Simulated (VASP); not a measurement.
Given:

```
CELL_PARAMETERS angstrom
     -3.13236     3.13236     1.70905
      3.13236    -3.13236     1.70905
      3.13236     3.13236    -1.70905
ATOMIC_POSITIONS crystal
  Tb 0.75000 0.25000 0.50000
  Tb 0.00000 0.00000 0.00000
```

Method: PBEsol GGA, VASP's PBE PAW potentials (set 64) (plane waves; VASP 6.6.1). Run with 400 eV cut-off, 11×11×11 Γ-centred mesh, first-order Methfessel-Paxton smearing of 0.10 eV, potentials Tb_3.

The 4f electrons are frozen in the core of the lanthanide potential, so 4f levels, which can set the real gap, and their magnetism are missing. Energy and stress use the plane-wave basis of the starting cell.

### Question
The ions, cell shape and volume are relaxed. What does this cell relax into?

### Answer

```
CELL_PARAMETERS angstrom
     -3.01328     3.01328     1.66249
      3.01328    -3.01328     1.66249
      3.01328     3.01328    -1.66249
ATOMIC_POSITIONS crystal
  Tb 0.75000 0.25000 0.50000
  Tb 0.00000 0.00000 0.00000
```
Space group I4_1/amd (141), at a tolerance of 0.03 Å.

### Question
How do energy and volume change from the first to the last step?

### Answer
The energy (σ→0) changes by -35.6 meV/atom and the volume by -10.0 %, in 6 ionic steps.

The structure was generated: Tb was put into the beta-Sn type (I4_1/amd), which need not be its known phase. This run relaxes it. Symmetry was kept, so distortions that lower it aren't found.
